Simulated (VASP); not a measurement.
Crystal: TiC.

```
Ti C
1.0
     0.00000    2.16500    2.16500
     2.16500    0.00000    2.16500
     2.16500    2.16500    0.00000
Ti C
1 1
Direct
  0.00000 0.00000 0.00000
  0.50000 0.50000 0.50000
```

The cell was built by a generator and needn't be a form met in nature.

- Program: VASP 6.6.1
- Task: relaxation of cell and atoms
- Functional: LDA
- Potentials or basis: VASP PAW LDA potentials, release 64 (Ti_sv, C)
- Cutoff: 600 eV
- k mesh: 18 × 18 × 18
- Occupations: methfessel-paxton, width 0.2 eV
- Spin: no spin polarisation

At the start: pressure -11.8 GPa; volume 10.15 Å³/atom.

Q: How do energy, volume and symmetry change on relaxing?

A: Over 3 steps the energy falls by 17.6 meV/atom and the volume is 9.70 Å³/atom (-4.5 %); space group Fm-3m (No. 225, to 0.05 Å).

Step by step:
| step | energy change (eV) | largest force (eV/Å) | pressure (GPa) | volume (Å³) |
| --- | --- | --- | --- | --- |
| 1 | 0.0000 | 0.0000 | -11.81 | 20.30 |
| 2 | 0.0371 | 0.0000 | 20.32 | 18.18 |
| 3 | -0.0352 | 0.0000 | -0.20 | 19.39 |

Final structure:
```
Ti C
1.0
     0.00000    2.13238    2.13238
     2.13238    0.00000    2.13238
     2.13238    2.13238    0.00000
Ti C
1 1
Direct
  0.00000 0.00000 0.00000
  0.50000 0.50000 0.50000
```
